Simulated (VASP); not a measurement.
All values below come from r2SCAN meta-GGA, VASP's PBE PAW potentials (set 64) (plane waves; VASP).

VASP ran on this input.

**KPOINTS**
```
K-points
0
Gamma
  10 10 5
```

### POSCAR
```
RuTe
1
    3.8659274435    -0.0000000000    -0.0000000000
   -1.9329637217     3.3479911976     0.0000000000
    0.0000000000    -0.0000000000     7.5389796449
Ru Te
2 2
Direct
  0.3333330000   0.6666670000   0.0140970177
  0.6666670000   0.3333330000   0.5140970177
  0.3333330000   0.6666670000   0.3609029823
  0.6666670000   0.3333330000   0.8609029823
```

**INCAR**
```
METAGGA  =  R2SCAN
LCHARG  =  F
NEDOS  =  601   # DOS grid
PREC  =  Accurate
LORBIT  =  11   # lm-projected
LWAVE  =  F
ALGO  =  Normal
LEFG  =  T
LMIXTAU  =  T
LMAXMIX  =  4   # l cut-off of mixed one-centre charges
SYSTEM  =  RuTe
ISIF  =  2   # forces and stress, cell fixed
EDIFF  =  1E-7
LASPH  =  T   # aspherical one-centre terms
ISMEAR  =  -5
LREAL  =  F
NELM  =  100
ENCUT  =  400
```

KPOINTS_OPT:
```
k-points along high-symmetry lines
6
Line-mode
Reciprocal
  0.000000   0.000000   0.000000 ! GAMMA
  0.500000  -0.000000   0.000000 ! M

  0.500000  -0.000000   0.000000 ! M
  0.333333   0.333333   0.000000 ! K

  0.333333   0.333333   0.000000 ! K
  0.000000   0.000000   0.000000 ! GAMMA

  0.000000   0.000000   0.000000 ! GAMMA
  0.000000   0.000000   0.500000 ! A

  0.000000   0.000000   0.500000 ! A
  0.500000  -0.000000   0.500000 ! L

  0.500000  -0.000000   0.500000 ! L
  0.333333   0.333333   0.500000 ! H

  0.333333   0.333333   0.500000 ! H
  0.000000   0.000000   0.500000 ! A

  0.500000  -0.000000   0.500000 ! L
  0.500000  -0.000000   0.000000 ! M

  0.333333   0.333333   0.500000 ! H
  0.333333   0.333333   0.000000 ! K
```

POTCAR, in this order: Ru_pv Te (PBE.64 set). Program: vasp_std.

Output of the run:

### OSZICAR
```
       N       E                     dE             d eps       ncg     rms          rms(c)
DAV:   1     0.190102698546E+03    0.19010E+03   -0.20559E+04  2408   0.131E+03
DAV:   2    -0.101141363489E+03   -0.29124E+03   -0.28736E+03  2424   0.357E+02
DAV:   3    -0.111420869942E+03   -0.10280E+02   -0.10149E+02  2432   0.634E+01
DAV:   4    -0.111631677079E+03   -0.21081E+00   -0.21071E+00  2368   0.858E+00
DAV:   5    -0.111638195326E+03   -0.65182E-02   -0.65223E-02  2744   0.140E+00    0.161E+01
DAV:   6    -0.104958863796E+03    0.66793E+01   -0.53437E+00  2032   0.243E+01    0.585E+00
DAV:   7    -0.100384927000E+03    0.45739E+01   -0.15464E+00  2264   0.104E+01    0.440E+00
DAV:   8    -0.100048198296E+03    0.33673E+00   -0.72732E-01  2152   0.569E+00    0.134E+00
DAV:   9    -0.100362828172E+03   -0.31463E+00   -0.19585E-01  2176   0.241E+00    0.653E-01
DAV:  10    -0.100333087844E+03    0.29740E-01   -0.71292E-02  2288   0.152E+00    0.297E-01
DAV:  11    -0.100433070320E+03   -0.99982E-01   -0.19716E-01  2264   0.235E+00    0.294E-01
DAV:  12    -0.100407321432E+03    0.25749E-01   -0.82481E-03  2208   0.568E-01    0.262E-01
DAV:  13    -0.100415714363E+03   -0.83929E-02   -0.96246E-04  2296   0.176E-01    0.178E-01
DAV:  14    -0.100463965849E+03   -0.48251E-01   -0.23690E-02  2312   0.828E-01    0.983E-02
DAV:  15    -0.100466424609E+03   -0.24588E-02   -0.15549E-03  2480   0.196E-01    0.446E-02
DAV:  16    -0.100466674542E+03   -0.24993E-03   -0.12664E-04  2128   0.675E-02    0.265E-02
DAV:  17    -0.100467120555E+03   -0.44601E-03   -0.40584E-04  2280   0.122E-01    0.214E-02
DAV:  18    -0.100467128923E+03   -0.83684E-05   -0.30924E-05  2120   0.340E-02    0.898E-03
DAV:  19    -0.100467136116E+03   -0.71922E-05   -0.44810E-06  2040   0.143E-02    0.601E-03
DAV:  20    -0.100467133143E+03    0.29730E-05   -0.15669E-06  2056   0.949E-03    0.360E-03
DAV:  21    -0.100467136118E+03   -0.29754E-05   -0.63281E-07  2240   0.588E-03    0.270E-03
DAV:  22    -0.100467135194E+03    0.92380E-06   -0.38993E-07  2072   0.388E-03    0.114E-03
DAV:  23    -0.100467136034E+03   -0.83975E-06   -0.31933E-08  1032   0.151E-03    0.843E-04
DAV:  24    -0.100467135599E+03    0.43482E-06   -0.40567E-09  1032   0.474E-04    0.470E-04
DAV:  25    -0.100467135802E+03   -0.20318E-06   -0.31301E-09  1032   0.369E-04    0.268E-04
DAV:  26    -0.100467135725E+03    0.77390E-07   -0.10903E-09  1032   0.212E-04
   1 F= -.10046714E+03 E0= -.10046714E+03  d E =0.000000E+00
       N       E                     dE             ncg
       N       E                     dE             ncg
```

**OUTCAR**
```
------------------------ aborting loop because EDIFF is reached ----------------------------------------
  FORCE on cell =-STRESS in cart. coord.  units (eV):
  Direction    XX          YY          ZZ          XY          YZ          ZX
  --------------------------------------------------------------------------------------
  Total        0.1356912      0.1356912     -0.2055493      0.0000000     -0.0000000      0.0000000
  in kB        2.2279817      2.2279815     -3.3750181      0.0000000     -0.0000000      0.0000000
  external PRESSURE =       0.3603150 kB  Pullay stress =       0.0000000 kB
  volume of cell :       97.58
      direct lattice vectors                 reciprocal lattice vectors
     3.865927443  0.000000000  0.000000000     0.258670142  0.149343284  0.000000000
    -1.932963722  3.347991198  0.000000000     0.000000000  0.298686568  0.000000000
     0.000000000  0.000000000  7.538979645     0.000000000  0.000000000  0.132643945
 POSITION                                       TOTAL-FORCE (eV/Angst)
 -----------------------------------------------------------------------------------
     -0.00000      2.23200      0.10628         0.000000     -0.000000     -0.091101
      1.93297      1.11600      3.87577        -0.000000      0.000000     -0.091101
     -0.00000      2.23200      2.72084        -0.000000      0.000000      0.091101
      1.93297      1.11600      6.49033         0.000000     -0.000000      0.091101
 -----------------------------------------------------------------------------------
    total drift:                               -0.002454      0.001417      0.001255
  FREE ENERGIE OF THE ION-ELECTRON SYSTEM (eV)
  ---------------------------------------------------
  free  energy   TOTEN  =      -100.4671357249 eV

  energy  without entropy=     -100.4671357249  energy(sigma->0) =     -100.46713572

 total charge

# of ion       s       p       d       tot
------------------------------------------
    1        0.319   6.166   6.256  12.742
    2        0.319   6.166   6.256  12.742
    3        1.352   1.995   0.140   3.487
    4        1.352   1.995   0.140   3.487
--------------------------------------------------
tot          3.342  16.322  12.792  32.456

 Electric field gradients after diagonalization (V/A^2)
 (convention: |V_zz| > |V_xx| > |V_yy|)
----------------------------------------------------------------------
 ion       V_xx      V_yy      V_zz     asymmetry (V_yy - V_xx)/ V_zz
----------------------------------------------------------------------
   1      22.231    22.226   -44.457       0.000
   2      22.231    22.226   -44.457       0.000
   3      20.196    20.195   -40.391       0.000
   4      20.196    20.195   -40.391       0.000
```
(Selected blocks of OUTCAR.)

OUTCAR:
```
 val. band max:        7.5352845894   @ k =   0.2000   0.2000   0.2000

 cond. band min:       7.5207110154   @ k =   0.3000  -0.0000   0.0000


 Fermi energy:         7.4464028578

 k-point     1 :       0.0000    0.0000    0.0000
  band No.  band energies     occupation
      1     -36.1382      2.00000
      2     -36.1255      2.00000
      3     -36.0737      2.00000
      4     -36.0737      2.00000
      5     -36.0722      2.00000
      6     -36.0722      2.00000
      7      -6.0349      2.00000
      8      -5.2909      2.00000
      9       1.5762      2.00000
     10       2.4722      2.00000
     11       3.3940      2.00000
     12       3.3940      2.00000
     13       3.7607      2.00000
     14       3.7607      2.00000
     15       5.7004      2.00000
     16       5.7004      2.00000
     17       5.8328      2.00000
     18       5.9900      2.00000
     19       5.9900      2.00000
     20       9.5828      0.00000
     21       9.5829      0.00000
     22       9.7946      0.00000
     23      11.2106      0.00000
     24      11.3536      0.00000

 k-point     2 :       0.1000    0.0000    0.0000
  band No.  band energies     occupation
      1     -36.1376      2.00000
      2     -36.1254      2.00000
      3     -36.0761      2.00000
      4     -36.0746      2.00000
      5     -36.0743      2.00000
      6     -36.0726      2.00000
      7      -5.9462      2.00000
      8      -5.2269      2.00000
      9       1.6924      2.00000
     10       2.5239      2.00000
     11       3.2356      2.00000
     12       3.4018      2.00000
     13       3.6098      2.00000
     14       3.7984      2.00000
     15       5.6042      2.00000
     16       5.7038      2.00000
     17       5.7420      2.00000
     18       5.9994      2.00000
     19       6.0378      2.00000
     20       9.1367      0.00000
     21       9.3942      0.00000
     22       9.9086      0.00000
     23      10.5953      0.00000
     24      11.2751      0.00000
...
```

For a metal the tetrahedron method with Blöchl corrections gives inexact stress and forces. Unless said otherwise, spin-orbit coupling is left out, though it shifts the bands of the heavy elements here.

The structure was generated: RuTe was put into the wurtzite type (P6_3mc), which need not be its known phase. It was relaxed first, which changed the volume by -31 %.
